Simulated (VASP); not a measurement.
**AlCr2C: magnetic orders**

Is AlCr2C a ferromagnet or an antiferromagnet at this level? The start is a computed cell from the Materials Project.

Program: VASP 6.6.1. Level of theory: PBEsol, DFT+U (Cr d 2 eV), spin-polarised, from parallel moments; plane waves and PAW (Cr, Al, C), in the first sound run; inputs show where later runs differ. Results are calculated unless marked as measured.

### Step 1. Starting point

It takes space group P6_3/mmc (No. 194, hexagonal). The conventional cell has a = 2.825 Å, b = 2.825 Å, c = 12.601 Å, α = 90.00°, β = 90.00°, γ = 120.00°. Nearest to Cr lie 3 C at 1.95 Å and 3 Al at 2.64 Å. Nearest to Al lie 6 Cr at 2.64 Å and 6 Al at 2.83 Å. Nearest to C lie 6 Cr at 1.95 Å. Farther neighbours are not listed.

Structure file:

```cif
data_structure
_symmetry_space_group_name_H-M 'P6_3/mmc'
_symmetry_Int_Tables_number 194
_cell_length_a 2.8251
_cell_length_b 2.8251
_cell_length_c 12.6014
_cell_angle_alpha 90.000
_cell_angle_beta 90.000
_cell_angle_gamma 120.000
_cell_volume 87.10
loop_
_atom_site_label
_atom_site_type_symbol
_atom_site_symmetry_multiplicity
_atom_site_Wyckoff_symbol
_atom_site_fract_x
_atom_site_fract_y
_atom_site_fract_z
_atom_site_occupancy
Cr1 Cr 4 f 0.33333 0.66667 0.08506 1
Al1 Al 2 d 0.33333 0.66667 0.75000 1
C1 C 2 a 0.00000 0.00000 0.00000 1
```

### Step 2. Magnetic order, start order fm, signs ++++

Each run starts from other signs of the moments at the same geometry and cutoff; gentle mixing helps it keep them. Any wave vector in a name is a fraction of the reciprocal vectors of the first cell as typed.

The input, INCAR:

```
SYSTEM = AlCr2C
PREC = Normal
ENCUT = 480
EDIFF = 1E-06
NELM = 150
ISMEAR = 0
SIGMA = 0.05
LREAL = .FALSE.
ALGO = Normal
GGA = PS
NBANDS = 33
ISPIN = 2
MAGMOM = 3 3 3 3 0 0 0 0
LDAU = .TRUE.
LDAUTYPE = 2
LDAUL = 2 -1 -1
LDAUU = 2 0 0
LDAUJ = 0 0 0
LDAUPRINT = 1
LASPH = .TRUE.
LMAXMIX = 4
LORBIT = 11
LWAVE = .FALSE.
LCHARG = .TRUE.
AMIX = 0.2
BMIX = 1E-04
AMIX_MAG = 0.8
BMIX_MAG = 1E-04
```

The input, POSCAR:

```
AlCr2C
1.0
    2.8251010646      0.0000000000      0.0000000000
   -1.4125505323      2.4466092902      0.0000000000
    0.0000000000      0.0000000000     12.6013736800
Cr Al C
4 2 2
Direct
    0.3333333333      0.6666666667      0.0850588400
    0.6666666667      0.3333333333      0.5850588400
    0.6666666667      0.3333333333      0.9149411600
    0.3333333333      0.6666666667      0.4149411600
    0.3333333333      0.6666666667      0.7500000000
    0.6666666667      0.3333333333      0.2500000000
    0.0000000000      0.0000000000      0.0000000000
    0.0000000000      0.0000000000      0.5000000000
```

The input, KPOINTS:

```
Automatic mesh
0
Gamma
7 7 2
0 0 0
```

The projector-augmented-wave data sets are Cr, Al and C (PBE family, release 64).

Command:

```sh
mpirun -np 1 vasp_std
```

Output:

```text
[banner, memory and clock lines left out]
running    1 mpi-ranks, on    1 nodes
 distrk:  each k-point on    1 cores,    1 groups
 distr:  one band on    1 cores,    1 groups

 POSCAR found type information on POSCAR CrAlC
 POSCAR found :  3 types and       8 ions
|                                                                             |
|               ----> ADVICE to this user running VASP <----                  |
|                                                                             |
|     You enforced a specific xc type in the INCAR file but a different       |
|     [... a line on the potential file left out ...]
|     I HOPE YOU KNOW WHAT YOU ARE DOING!                                     |
|                                                                             |

 LDA part: xc-table for (Slater+PW92), standard interpolation
 POSCAR, INCAR and KPOINTS ok, starting setup
 FFT: planning ... GRIDC
 FFT: planning ... GRID_SOFT
 FFT: planning ... GRID
 WAVECAR not read
 entering main loop
       N       E                     dE             d eps       ncg     rms          rms(c)
DAV:   1     0.270820727394E+03    0.27082E+03   -0.13455E+04  2112   0.117E+03
DAV:   2    -0.294141667285E+02   -0.30023E+03   -0.27985E+03  2112   0.286E+02
DAV:   3    -0.710794584362E+02   -0.41665E+02   -0.39000E+02  3153   0.110E+02
DAV:   4    -0.733140400039E+02   -0.22346E+01   -0.21934E+01  3334   0.300E+01
DAV:   5    -0.733456641177E+02   -0.31624E-01   -0.31580E-01  3314   0.398E+00    0.476E+01
DAV:   6    -0.608018279027E+02    0.12544E+02   -0.35226E+01  3195   0.630E+01    0.158E+01
DAV:   7    -0.605141129303E+02    0.28771E+00   -0.46266E+00  3267   0.146E+01    0.904E+00
DAV:   8    -0.604133390082E+02    0.10077E+00   -0.59172E-01  3023   0.557E+00    0.638E+00
DAV:   9    -0.603089822377E+02    0.10436E+00   -0.42870E-01  3238   0.492E+00    0.189E+00
DAV:  10    -0.603147089021E+02   -0.57267E-02   -0.86271E-02  3291   0.335E+00    0.721E-01
DAV:  11    -0.603166432951E+02   -0.19344E-02   -0.95158E-03  3062   0.870E-01    0.538E-01
DAV:  12    -0.603198164533E+02   -0.31732E-02   -0.29440E-03  3251   0.381E-01    0.453E-01
DAV:  13    -0.603232176184E+02   -0.34012E-02   -0.24723E-03  3436   0.361E-01    0.370E-01
DAV:  14    -0.603294349260E+02   -0.62173E-02   -0.91213E-03  3509   0.705E-01    0.576E-01
DAV:  15    -0.603315959338E+02   -0.21610E-02   -0.12502E-03  3070   0.252E-01    0.760E-01
DAV:  16    -0.603246980427E+02    0.68979E-02   -0.87908E-03  3432   0.824E-01    0.335E-01
DAV:  17    -0.603228481832E+02    0.18499E-02   -0.15117E-03  3446   0.272E-01    0.421E-01
DAV:  18    -0.603188353387E+02    0.40128E-02   -0.24818E-03  3505   0.411E-01    0.440E-01
DAV:  19    -0.603156370258E+02    0.31983E-02   -0.24420E-03  3433   0.382E-01    0.346E-01
DAV:  20    -0.603162673057E+02   -0.63028E-03   -0.30566E-04  3067   0.171E-01    0.369E-01
DAV:  21    -0.603146000561E+02    0.16672E-02   -0.88558E-04  3435   0.263E-01    0.304E-01
DAV:  22    -0.603125677279E+02    0.20323E-02   -0.23960E-03  3437   0.393E-01    0.170E-01
DAV:  23    -0.603125863536E+02   -0.18626E-04   -0.19376E-04  2579   0.114E-01    0.169E-01
DAV:  24    -0.603125537665E+02    0.32587E-04   -0.33527E-06  2307   0.124E-02    0.163E-01
DAV:  25    -0.603125690505E+02   -0.15284E-04   -0.38556E-05  3494   0.456E-02    0.155E-01
DAV:  26    -0.603120284833E+02    0.54057E-03   -0.12519E-03  3464   0.286E-01    0.543E-02
DAV:  27    -0.603120615563E+02   -0.33073E-04   -0.15232E-04  3144   0.105E-01    0.472E-02
DAV:  28    -0.603120713532E+02   -0.97969E-05   -0.29771E-05  3382   0.403E-02    0.488E-02
DAV:  29    -0.603120695117E+02    0.18415E-05   -0.37652E-05  3300   0.590E-02    0.480E-02
DAV:  30    -0.603120774895E+02   -0.79778E-05   -0.37290E-05  3390   0.507E-02    0.250E-02
DAV:  31    -0.603120765775E+02    0.91208E-06   -0.86253E-06  2877   0.298E-02
   1 F= -.60312077E+02 E0= -.60306559E+02  d E =-.110348E-01  mag=     5.5837
```

Wall time 2.7 min (1 MPI rank of AMD EPYC 7R43, shared host); peak memory 0.16 GiB.

Lines that name or quote the potential files are left out of all logs, and their timing lines are given in words.

[end of part 1 of 5]

[Lines on the potential files, build, host, timing and source positions are cut from VASP's logs without a mark.]

[Logs are printed without paths, hosts, clocks, repeated set-up lines and the standing remarks that a program may print on its own settings, such as how far it seeks lower states.]

[Hosts, paths, dates, database ids (printed as entryN), source tags and the programs' standing remarks are cut or masked in the printed files.]

[In band tables of VASP the shares of atoms and orbitals are scaled to a sum of 1 inside the atoms' spheres.]

[Runs that stopped without an error message from VASP are left out.]
